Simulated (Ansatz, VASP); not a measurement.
# CuNiSn2 in two plane-wave programs

Wanted: the spread between two codes on one cell, functional and k mesh. The cell is invented: As first built, before any earlier steps moved the atoms (in the runner's words): it takes the NiSn2Au structure with some of its atoms replaced by other elements, volume scaled by an estimate. It may not be a known or stable phase. The cell is taken from a series of VASP runs on this material, whose earlier steps may have relaxed, scaled or displaced it; both programs get it as it stands.

Calculated with Ansatz 0.2.0; plane waves, with VASP 6.6.1 beside it; single point at PBE and single point at r2SCAN.

## 1. Set-up

It takes space group P-3m1 (No. 164, trigonal). Conventional cell: a = 4.066 Å, b = 4.066 Å, c = 5.124 Å, α = 90.00°, β = 90.00°, γ = 120.00°. Sn has 3 Ni at 2.63 Å and 3 Cu at 2.72 Å nearest. Nearest to Cu lie 2 Ni at 2.56 Å and 6 Sn at 2.72 Å. Ni has 2 Cu at 2.56 Å and 6 Sn at 2.63 Å nearest. As first built, before any earlier steps moved the atoms (in the runner's words): sites of the NiSn2Au structure (space group 164) filled with other elements, volume scaled by an estimate. Farther neighbours are not listed.

## 2. Ansatz: single point, PBE

Ansatz runs on its default PAW (the set named soft_2) files.

With cell and atoms fixed, the geometry can't cause a difference; cores, projectors, grids and the points listed under the comparison can.

Contents of input.yaml:

```yaml
crystal:
  lattice:
    - [4.0664337756, -4.2e-09, 0.0]
    - [-2.0332173956, 3.5216357331, 0.0]
    - [0.0, 0.0, 5.1242324518]
  atoms:
    - { symbol: Sn, position: [0.33333333, 0.66666667, 0.2333285086] }
    - { symbol: Sn, position: [0.66666667, 0.33333333, 0.7666714914] }
    - { symbol: Cu, position: [0.0, 0.0, 0.5], spin: 0.6 }
    - { symbol: Ni, position: [0.0, 0.0, 0.0], spin: 1.0 }
hamiltonian:
  xc: pbe
  pseudopotentials: { kind: paw }
magnetization:
  spin_polarized: true
kpoints:
  mp_grid: { grid: [6, 6, 5] }
scf:
  occupations: { method: fermi_dirac, width: 0.05 }
  n_extra_bands: 7
output:
  forces: true
  stress: true
  eigenvalues: true
```

On the command line:

```bash
$ ansatz run input.yaml --threads 2 --pin off --max-ram 4608MiB --backend cpu --events-out ev --progress --plain --runs-dir out
```

Numbers of over 12 decimals in the logs are rounded to 6 here.

What it wrote:

```text
Warning: the atoms were moved onto the symmetric positions of the space group found under crystal.symmetry.tolerance 1.0e-5 (fractional; no operation is sought that the atoms, as they stand in a round, miss by more than twice it, and no atom is moved by as much as it), and the run uses the moved positions. Before a round's move an operation carried an atom to 4.07e-8 Å from where it should land, the largest such dist [...]
scf.n_extra_bands = 7 over 33 filled bands (N_el = 65.0): the run solves 40 bands
Engine: ansatz 0.2.0, aarch64-unknown-linux-gnu
Pseudopotentials: kind: paw
Pseudopotential: Sn, paw, valence charge 14, recommended cutoff 420 eV (normal), Sn.paw.azcp
Pseudopotential: Cu, paw, valence charge 19, recommended cutoff 420 eV (normal), Cu.paw.azcp
Pseudopotential: Ni, paw, valence charge 18, recommended cutoff 420 eV (normal), Ni.paw.azcp
Functional definition: PBE
  parameter kappa = 0.804
  parameter beta = 0.066725
  exchange = pbe_x(kappa = kappa, mu = beta*pi^2/3)
  correlation = pbe_c(beta = beta)
Crystal: 4 atoms, lattice volume = 73.382 Å³
Basis set: ecut = 420 eV, 1421 PW (Γ), exchange–correlation on 60×60×72 points (8 copies of the dense FFT grid, shifted against one another)
Bands: 40, of which v1, the nominal top of the filled ones, is band 33 counted from 1 (32 counted from 0)
Symmetry: 12 space group operations
Space group: P-3m1 (ITA 164), of the structure as read, at distance tolerance 4.2e-5 Å
Magnetic group: BNS 164.85 (UNI 1315), of the structure as read, at distance tolerance 4.2e-5 Å
k-points: 27 of 180
Non-local potential: Sn, projectors of the file, l = 0: 2, l = 1: 2, l = 2: 2, l = 3: 2
Non-local potential: Cu, projectors of the file, l = 0: 3, l = 1: 2, l = 2: 3, l = 3: 1
Non-local potential: Ni, projectors of the file, l = 0: 3, l = 1: 2, l = 2: 3, l = 3: 1
PAW form: soft (Blöchl's): semilocal exchange-correlation on the pseudo side does not see the compensation charge
PAW one-centre angular grid: Sn, 590 points (default); XC on 64 Gauss nodes
PAW one-centre angular grid: Cu, 590 points (default); XC on 64 Gauss nodes
PAW one-centre angular grid: Ni, 590 points (default); XC on 64 Gauss nodes
Initial density: superposition of atomic densities (chi_scale 0.1, normalization cell)
Starting moments: Σ|m| = 1.6 μB on 2 of 4 sites
Initial wavefunctions: pseudopotential atomic-orbital guess
Functional: x = pbe(κ = 0.804, μ = 0.219515), c = pbe(β = 0.066725)
SCF iter   1: F=—  HF=-24513.575566 eV  |F-HF|=—  |Δ(HF+E_count)|=         —  Δρ=1.24e-1 (↑1.04e-1 ↓1.24e-1)  dr2=2.67e1  dr2_m=1.56e0  M=0.251 μB ∫|m|=0.271 μB  β_m=0.30  ethr=3.10e-3  ⟨swp⟩=7.6  Hψ=8808  notcnv=0
Mixer restart at iter 1: flushing history
preconditioner: auto → Kerker (q_TF=auto, 2.674 Å⁻¹)  [metal: Δε(μ)=0.033 eV  Ē_g=14.767 eV  σ=0.050 eV  W_gap=0.16  n_scr=22 (ndim 8)  ℏωp=30.3 eV  f_vac=0.000  D(μ)=2.54/eV (n_scr^D=22)]
spin=Collinear: Kerker preconditioning applied to the charge; magnetization (m = ρ↑ − ρ↓) channel mixes plain (no charge-response kernel on spin).
SCF iter   2: F=—  HF=-24514.183199 eV  |F-HF|=—  |Δ(HF+E_count)|=   6.08e-1  Δρ=5.55e-2 (↑5.06e-2 ↓5.55e-2)  dr2=2.77e0  dr2_m=8.52e-1  M=0.145 μB ∫|m|=0.197 μB  β_m=0.28  ethr=3.10e-3  ⟨swp⟩=3.1  Hψ=5513  notcnv=0  defer=114
SCF iter   3: F=—  HF=-24513.424495 eV  |F-HF|=—  |Δ(HF+E_count)|=   7.59e-1  Δρ=4.07e-2 (↑2.29e-2 ↓4.07e-2)  dr2=1.47e0  dr2_m=5.65e-1  M=0.137 μB ∫|m|=0.166 μB  β_m=0.48  ethr=3.10e-3  ⟨swp⟩=2.1  Hψ=4700  notcnv=0  defer=122
SCF iter   4: F=—  HF=-24514.007519 eV  |F-HF|=—  |Δ(HF+E_count)|=   5.83e-1  Δρ=1.49e-2 (↑1.49e-2 ↓1.18e-2)  dr2=4.48e-1  dr2_m=4.66e-2  M=0.038 μB ∫|m|=0.057 μB  β_m=0.52  ethr=2.27e-3  ⟨swp⟩=2.9  Hψ=3550  notcnv=0  defer=120
SCF iter   5: F=—  HF=-24513.920761 eV  |F-HF|=—  |Δ(HF+E_count)|=   8.68e-2  Δρ=9.03e-3 (↑7.24e-3 ↓9.03e-3)  dr2=3.02e-1  dr2_m=8.25e-4  M=0.006 μB ∫|m|=0.017 μB  β_m=0.46  ethr=6.89e-4  ⟨swp⟩=2.1  Hψ=3547  notcnv=0  defer=120
SCF iter   6: F=—  HF=-24513.840909 eV  |F-HF|=—  |Δ(HF+E_count)|=   7.99e-2  Δρ=6.32e-3 (↑4.21e-3 ↓6.32e-3)  dr2=4.07e-2  dr2_m=2.02e-3  M=-0.005 μB ∫|m|=0.007 μB  β_m=0.73  ethr=4.65e-4  ⟨swp⟩=2.6  Hψ=3059  notcnv=0  defer=120
SCF iter   7: F=—  HF=-24513.875600 eV  |F-HF|=—  |Δ(HF+E_count)|=   3.47e-2  Δρ=4.68e-3 (↑4.39e-3 ↓4.68e-3)  dr2=3.69e-2  dr2_m=2.22e-5  M=0.000 μB ∫|m|=0.002 μB  β_m=0.86  ethr=6.25e-5  ⟨swp⟩=2.0  Hψ=2932  notcnv=0  defer=120
SCF iter   8: F=—  HF=-24513.878620 eV  |F-HF|=—  |Δ(HF+E_count)|=   3.02e-3  Δρ=7.50e-4 (↑7.13e-4 ↓7.50e-4)  dr2=1.21e-3  dr2_m=1.03e-6  M=0.000 μB ∫|m|=0.001 μB  β_m=0.88  ethr=5.68e-5  ⟨swp⟩=2.0  Hψ=2788  notcnv=0  defer=120
SCF iter   9: F=—  HF=-24513.878595 eV  |F-HF|=—  |Δ(HF+E_count)|=   2.48e-5  Δρ=3.18e-4 (↑3.18e-4 ↓3.16e-4)  dr2=2.81e-4  dr2_m=1.91e-7  M=-0.000 μB ∫|m|=0.000 μB  β_m=0.94  ethr=1.86e-6  ⟨swp⟩=2.3  Hψ=3278  notcnv=0  defer=120
SCF iter  10: F=—  HF=-24513.878589 eV  |F-HF|=—  |Δ(HF+E_count)|=   6.29e-6  Δρ=8.50e-5 (↑8.50e-5 ↓7.24e-5)  dr2=1.62e-5  dr2_m=7.37e-8  M=0.000 μB ∫|m|=0.000 μB  β_m=0.97  ethr=4.32e-7  ⟨swp⟩=1.3  Hψ=2176  notcnv=0  defer=120
SCF iter  11: F=—  HF=-24513.878592 eV  |F-HF|=—  |Δ(HF+E_count)|=   3.60e-6  Δρ=4.61e-5 (↑4.25e-5 ↓4.61e-5)  dr2=4.87e-6  dr2_m=6.44e-9  M=0.000 μB ∫|m|=0.000 μB  β_m=0.98  ethr=2.49e-8  ⟨swp⟩=2.0  Hψ=2790  notcnv=0  defer=120
SCF iter  12: F=—  HF=-24513.878592 eV  |F-HF|=—  |Δ(HF+E_count)|=   2.69e-7  Δρ=2.43e-5 (↑2.43e-5 ↓2.25e-5)  dr2=1.09e-6  dr2_m=1.07e-9  M=0.000 μB ∫|m|=0.000 μB  β_m=0.79  ethr=7.49e-9  ⟨swp⟩=2.0  Hψ=2791  notcnv=0  defer=120
SCF iter  13: F=—  HF=-24513.878592 eV  |F-HF|=—  |Δ(HF+E_count)|=   1.36e-7  Δρ=1.63e-5 (↑1.63e-5 ↓1.52e-5)  dr2=5.65e-7  dr2_m=3.67e-10  M=-0.000 μB ∫|m|=0.000 μB  β_m=0.70  ethr=1.67e-9  ⟨swp⟩=2.0  Hψ=3692  notcnv=0  defer=120
SCF iter  14: F=—  HF=-24513.878592 eV  |F-HF|=—  |Δ(HF+E_count)|=   4.80e-8  Δρ=7.50e-6 (↑7.50e-6 ↓7.20e-6)  dr2=1.31e-7  dr2_m=2.33e-11  M=0.000 μB ∫|m|=0.000 μB  β_m=0.85  ethr=8.69e-10  ⟨swp⟩=1.6  Hψ=2199  notcnv=0  defer=120
SCF iter  15: F=—  HF=-24513.878592 eV  |F-HF|=—  |Δ(HF+E_count)|=   7.59e-9  Δρ=2.07e-6 (↑2.07e-6 ↓2.02e-6)  dr2=1.05e-8  dr2_m=7.19e-13  M=0.000 μB ∫|m|=0.000 μB  β_m=0.93  ethr=2.01e-10  ⟨swp⟩=2.0  Hψ=2393  notcnv=0  defer=120
SCF iter  16: F=-24513.878592 eV  HF=-24513.878592 eV  |F-HF|=1.93e-10  |Δ(HF+E_count)|=  9.35e-10  Δρ=3.07e-7 (↑3.07e-7 ↓3.06e-7)  dr2=2.38e-10  dr2_m=9.18e-14  M=-0.000 μB ∫|m|=0.000 μB  ethr=1.61e-11  ⟨swp⟩=8.4  Hψ=7865  notcnv=0
SCF 1 converged in 16 iterations: F = -24513.878592 eV  dr2 = 2.38e-10
  greatest PAW one-centre occupation: 1.001 electrons in one spin orbital (limit 2), on the Ni atom at site 3 (counted from 0), in its partial waves of l = 1
WARN: the starting moments were not kept: the SCF closed with an absolute magnetisation of 2.2e-7 μB, where they sum to 1.6 μB in size (2 sites). That is at most 0.1 of that sum. Measured as dr2_m measures the in/out step, that magnetisation stands 1.7e-14 eV from none, at or under the dr2_threshold of 1.0e-7 eV: it is no larger than a step whose dr2_m would equal this threshold. The system may hold no moment; this S [...]
SCF converged after 16 iterations
Magnetization: -0.0000 μB (32.5000 up, 32.5000 down)
Absolute magnetization: 0.0000 μB (∫|ρ↑−ρ↓|, with the PAW one-centre terms)
Spin contamination: 0.0000 ħ² per cell (⟨S²⟩ above its minimum at these occupations)
Per-site moments (μB) at R_I (Å): [(-3.6957823749230604e-9, 1.086802), (-3.6957823820398386e-9, 1.086802), (-2.865172960609501e-8, 1.056873), (3.285158615231531e-8, 1.056873)]
Free energy (F): -24513.878592 eV
Harris-Foulkes:  -24513.878592 eV  (|F-HF|=1.93e-10)
Internal energy: -24513.862356 eV  (E = F + TS)
E sigma→0 (E₀):  -24513.870474 eV
Entropy (-TS):   -0.016236 eV (-4.059 meV/atom)
Fermi energy:    13.388897 eV
--- Per-component energies (eV) ---
  E_band       = -887.990021
  E_kinetic    = 959.644783
  E_local      = -10921.729124  (includes V_loc(G=0)·N_el)
  E_nonlocal   = 965.466889
  E_hartree    = 5113.952537
  E_xc         = -938.818711
  E_vxc        = -416.639748  (∫ρ·V_xc dr)
  E_paw        = -11573.826590  (= ΣΔE_a)
  E_vpaw       = -1702.639922  (= ΣTr[D̂ρ^β])
  E_aug_tail   = 0.000829  (compensation charges beyond the density's cutoff)
  E_ewald      = -8118.552969
  E_smearing   = -0.016236  (= −TS)
  E_closure    = -0.000000  (closes the sum)
  Σ components = -24513.878592   (vs F -24513.878592, Δ=0.00e0)
--- Forces (eV/Å), atoms counted from 1 ---
  atom   1  Sn     0.00000000    -0.00000000     0.03136931
  atom   2  Sn    -0.00000000     0.00000000    -0.03136931
  atom   3  Cu    -0.00000000     0.00000000     0.00000000
  atom   4  Ni     0.00000000    -0.00000000     0.00000000
  max |Σ_I F_I| component: 6.94e-18 eV/Å
--- Stress (GPa, compression-positive) ---
        0.488522       0.000000      -0.000000
        0.000000       0.488522       0.000000
       -0.000000       0.000000      -0.563138
  P = ⅓ Tr σ = 0.1380 GPa (1.380 kbar)
--- Band table (eV; the first three rows and the last of 54) ---
  k-point 0 ↑: bands = [... 29 lower, 11.9148, 13.1073, 15.1194, 15.1194, 16.5577, 16.5577, 17.4171, 18.5180, ... 3 higher]
  k-point 1 ↑: bands = [... 29 lower, 11.8133, 13.2896, 15.4149, 15.4149, 16.5925, 16.5925, 17.6582, 18.3568, ... 3 higher]
  k-point 2 ↑: bands = [... 29 lower, 11.6801, 14.4966, 16.0293, 16.0293, 16.5254, 16.5735, 16.5735, 18.6490, ... 3 higher]
  k-point 26 ↓: bands = [... 29 lower, 11.6268, 11.9436, 11.9436, 12.3569, 12.3569, 18.7701, 18.7701, 20.5532, ... 3 higher]
```

Wall time 17 s (2 threads of Arm Neoverse N1, shared host); peak memory 0.45 GiB.

In the SCF lines HF is the Harris–Foulkes energy and dr2 the Hartree energy of the density residual, in eV; the loop may stop once dr2 is under the threshold and the program's other checks hold. Hψ counts applications of the Hamiltonian.

The run ends at a pressure of 0.14 GPa, with forces up to 0.031 eV/Å.

[end of part 1 of 2]

[Lines on the potential files, build, host, timing and source positions are cut from VASP's logs without a mark.]

[Logs are printed without paths, hosts, clocks, repeated set-up lines and the standing remarks that a program may print on its own settings, such as how far it seeks lower states.]

[Hosts, paths, dates, database ids (printed as entryN), source tags and the programs' standing remarks are cut or masked in the printed files.]
